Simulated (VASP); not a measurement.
Given:

```
CaF2
1.0
    0.00000     2.68747     2.68747
    2.68747     0.00000     2.68747
    2.68747     2.68747     0.00000
Ca F
1 2
Cartesian
  0.00000   0.00000   0.00000
  1.34374   1.34374   1.34374
  4.03121   4.03121   4.03121
```

Level of theory: PBE GGA with D3 dispersion (zero damping), VASP's PBE PAW potentials (set 64) (plane waves; VASP). Numerical set-up: 520 eV cut-off, 7×7×7 Γ-centred mesh, Gaussian smearing of 0.050 eV, potentials Ca_sv F.

Give the stress tensor in GPa (positive for a compressed cell).

```
5.74  0.00  0.00
0.00  5.74  0.00
0.00  0.00  5.74
```
The pressure is its mean diagonal, 5.74 GPa.

The compound is CaF2 in the fluorite structure. This cell is one point of a volume scan, at 0.94 of the reference volume.
